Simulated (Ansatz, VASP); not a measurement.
# AsPb in two plane-wave programs, part 2 of 2

Wanted: the spread between two codes on one cell, functional and k mesh. The cell is invented: As first built, before any earlier steps moved the atoms (in the runner's words): it takes the GeAs structure with some of its atoms replaced by other elements, volume scaled by an estimate. It may not be a known or stable phase. The cell is taken from a series of VASP runs on this material, whose earlier steps may have relaxed, scaled or displaced it; both programs get it as it stands. Other levels of theory on this material are compared in a session of their own.

VASP 6.6.1 and Ansatz 0.2.0.

So far. Step 2 (VASP: band structure, LDA): The PAW data sets were made with PBE, though LDA sets exist; this is a small mismatch. At this level the cell is under a tension of 4.1 GPa, so at these settings it is away from equilibrium.

### Step 6. VASP: band structure, PBE, spin-orbit coupling

Level of this step: PBE, spin-orbit coupling; plane waves and PAW (Pb_d, As); invented cell (VASP).

The same cell, functional, mesh and smearing now go to VASP, with its own data sets and cutoff.

Input file INCAR:

```
SYSTEM = AsPb
PREC = Accurate
ENCUT = 400
EDIFF = 1E-06
NELM = 100
ISMEAR = 0
SIGMA = 0.02
LREAL = .FALSE.
ALGO = Normal
GGA = PE
LNONCOLLINEAR = .TRUE.
MAGMOM = 0 0 0 0 0 0
NBANDS = 30
GGA_COMPAT = .FALSE.
LASPH = .TRUE.
LSORBIT = .TRUE.
LORBIT = 11
LWAVE = .FALSE.
LCHARG = .FALSE.
KPAR = 4
```

Input file POSCAR:

```
AsPb
1.0
   -2.0657309460      2.0657309460      3.3498724957
    2.0657309460     -2.0657309460      3.3498724957
    2.0657309460      2.0657309460     -3.3498724957
Pb As
1 1
Direct
    0.0052393533      0.0052393533      0.0000000000
    0.5807606467      0.5807606467      0.0000000000
```

Input file KPOINTS:

```
Automatic mesh
0
Gamma
6 6 6
0 0 0
```

Input file KPOINTS_OPT:

```
Line mode
16
Line-mode
Reciprocal
  0.00000000   0.00000000   0.00000000 GAMMA
  0.00000000   0.00000000   0.50000000 X

  0.00000000   0.00000000   0.50000000 X
 -0.19013452   0.19013452   0.50000000 Y

 -0.19013452   0.19013452   0.50000000 Y
 -0.34506726   0.34506726   0.34506726 S

 -0.34506726   0.34506726   0.34506726 S
  0.00000000   0.00000000   0.00000000 GAMMA

  0.00000000   0.00000000   0.00000000 GAMMA
  0.50000000   0.50000000  -0.50000000 Z

  0.50000000   0.50000000  -0.50000000 Z
  0.34506726   0.65493274  -0.34506726 S1

  0.34506726   0.65493274  -0.34506726 S1
  0.00000000   0.50000000   0.00000000 N

  0.00000000   0.50000000   0.00000000 N
  0.25000000   0.25000000   0.25000000 P

  0.25000000   0.25000000   0.25000000 P
  0.50000000   0.50000000  -0.19013452 Y1

  0.50000000   0.50000000  -0.19013452 Y1
  0.50000000   0.50000000  -0.50000000 Z

  0.00000000   0.00000000   0.50000000 X
  0.25000000   0.25000000   0.25000000 P
```

Potentials, in the order of the species: Pb_d and As (PBE family, release 64).

Launch:

```bash
mpirun -np 4 vasp_ncl
```

Numbers of over 12 decimals in the logs are rounded to 6 here.

The log of the run:

```text
[banner, memory and clock lines left out]
running    4 mpi-ranks, on    1 nodes
[...]
LDA part: xc-table for (Slater+PW92), standard interpolation
 POSCAR, INCAR and KPOINTS ok, starting setup
[...]
entering main loop
       N       E                     dE             d eps       ncg     rms          rms(c)
DAV:   1     0.172901750096E+03    0.17290E+03   -0.73988E+03  2880   0.107E+03
DAV:   2     0.661145141738E+01   -0.16629E+03   -0.16006E+03  3000   0.327E+02
DAV:   3    -0.810211139093E+01   -0.14714E+02   -0.14467E+02  3774   0.119E+02
DAV:   4    -0.861670367901E+01   -0.51459E+00   -0.51379E+00  3440   0.250E+01
[...]
DAV:  10    -0.854279243017E+01    0.46941E-04   -0.35507E-04  4104   0.231E-01    0.252E-02
DAV:  11    -0.854281103220E+01   -0.18602E-04   -0.87946E-05  3234   0.791E-02    0.405E-03
DAV:  12    -0.854281188928E+01   -0.85708E-06   -0.38195E-06  3234   0.145E-02
   1 F= -.85428119E+01 E0= -.85426721E+01  d E =-.279511E-03  mag=     0.0000    -0.0000     0.0000
 Start KPOINTS_OPT (optional k-point list driver)
k-point batch [1-48\176]
       N       E                     dE             ncg
DAV:   1     0.301810299442E+04   -0.18862E+05     2880
DAV:   2    -0.498785694959E+04   -0.80060E+04     2994
DAV:   3    -0.569925882569E+04   -0.71140E+03     3862
DAV:   4    -0.572325097391E+04   -0.23992E+02     3602
DAV:   5    -0.572435914995E+04   -0.11082E+01     4124
DAV:   6    -0.572437714423E+04   -0.17994E-01     3804
DAV:   7    -0.572437750320E+04   -0.35897E-03     4132
DAV:   8    -0.572437750777E+04   -0.45737E-05     3210
DAV:   9    -0.572437750810E+04   -0.33483E-06     2180
[...]
k-point batch [145-176\176]
       N       E                     dE             ncg
DAV:   1     0.108449156395E+05   -0.15573E+05     1920
DAV:   2     0.551725941400E+04   -0.53277E+04     1944
DAV:   3     0.505619985470E+04   -0.46106E+03     2530
DAV:   4     0.504085408115E+04   -0.15346E+02     2328
DAV:   5     0.504010059366E+04   -0.75349E+00     2838
DAV:   6     0.504009274694E+04   -0.78467E-02     2478
DAV:   7     0.504009248900E+04   -0.25794E-03     2814
DAV:   8     0.504009248663E+04   -0.23665E-05     2048
DAV:   9     0.504009248642E+04   -0.21561E-06     1460
```

Parts of OUTCAR (step 6):

```text
  Total       -0.1215722     -0.1215722      0.2257574      0.0000000     -0.0000000      0.0000000
  in kB       -3.4065052     -3.4065052      6.3258193      0.0000000     -0.0000000      0.0000000
  external PRESSURE =      -0.1623970 kB  Pullay stress =       0.0000000 kB

 POSITION                                       TOTAL-FORCE (eV/Angst)
 -----------------------------------------------------------------------------------
      0.00000      0.00000      0.03510         0.000000      0.000000     -0.008888
      0.00000      0.00000      3.89095        -0.000000     -0.000000      0.008888
 -----------------------------------------------------------------------------------
    total drift:                               -0.000000     -0.000000      0.000511

  FREE ENERGIE OF THE ION-ELECTRON SYSTEM (eV)
  ---------------------------------------------------
  free  energy   TOTEN  =        -8.5428118893 eV

  energy  without entropy=       -8.5425323781  energy(sigma->0) =       -8.54267213

 magnetization (x)
# of ion       s       p       d       tot
------------------------------------------
    1        0.000   0.000  -0.000   0.000
    2        0.000   0.000   0.000   0.000
--------------------------------------------------
tot          0.000   0.000  -0.000   0.000

 magnetization (y)
# of ion       s       p       d       tot
------------------------------------------
    1        0.000   0.000   0.000   0.000
    2        0.000   0.000   0.000   0.000
--------------------------------------------------
tot          0.000   0.000   0.000   0.000

 magnetization (z)
# of ion       s       p       d       tot
------------------------------------------
    1        0.000   0.000   0.000   0.000
    2        0.000   0.000   0.000   0.000
--------------------------------------------------
tot          0.000   0.000   0.000   0.000

[... 1 part as in an earlier step ...]

[... 2 further parts left out ...]
[key lines of the parts left out:]
E-fermi :   4.8760
```

The run ends at a pressure of -0.02 GPa, with forces up to 0.0089 eV/Å.

### Step 7. Differences

What differs besides the data sets and the points named for the pairs above, as far as they apply: spin-orbit coupling enters by fully relativistic files in Ansatz and inside the spheres in VASP; the data sets hold 29 valence electrons in Ansatz (fully relativistic PAW (standard-fr) files) and 19 in VASP. Total energies have different zeros and are not compared.

The two programs side by side:

| quantity | Ansatz | VASP | difference |
| --- | --- | --- | --- |
| pressure (GPa) | -0.12 | -0.02 | -0.10 |

At this near-relaxed geometry the largest component of a force difference is 19 meV/Å. Levels from 3 eV below to 2 eV above the Fermi level differ by 19 meV r.m.s. and 59 meV at most; each VASP level is matched to the nearest of Ansatz, which flatters the figure a little.

### Step 8. Results

| Item | Value |
| --- | --- |
| r.m.s. difference of levels near the Fermi level (band structure, LDA) | 10 meV |
| r.m.s. force difference (band structure, LDA) | 8.8 meV/Å |
| r.m.s. difference of levels near the Fermi level (band structure, PBE, spin-orbit coupling) | 19 meV |
| r.m.s. force difference (band structure, PBE, spin-orbit coupling) | 11 meV/Å |

In words: The r.m.s. force difference is 11 meV/Å (band structure, PBE, spin-orbit coupling), within the 12 meV/Å picked in this series as the mark of a large difference. 3 further runs of this series are not shown here. How closely two codes agree says nothing of how well the functional describes the real material.

[Lines on the potential files, build, host, timing and source positions are cut from VASP's logs without a mark.]

[Logs are printed without paths, hosts, clocks, repeated set-up lines and the standing remarks that a program may print on its own settings, such as how far it seeks lower states.]

[Hosts, paths, dates, database ids (printed as entryN), source tags and the programs' standing remarks are cut or masked in the printed files.]

[VASP's PBE data sets in a run with another functional are called a small mismatch above; for pressures it isn't always small: they can move by 1 GPa and more.]
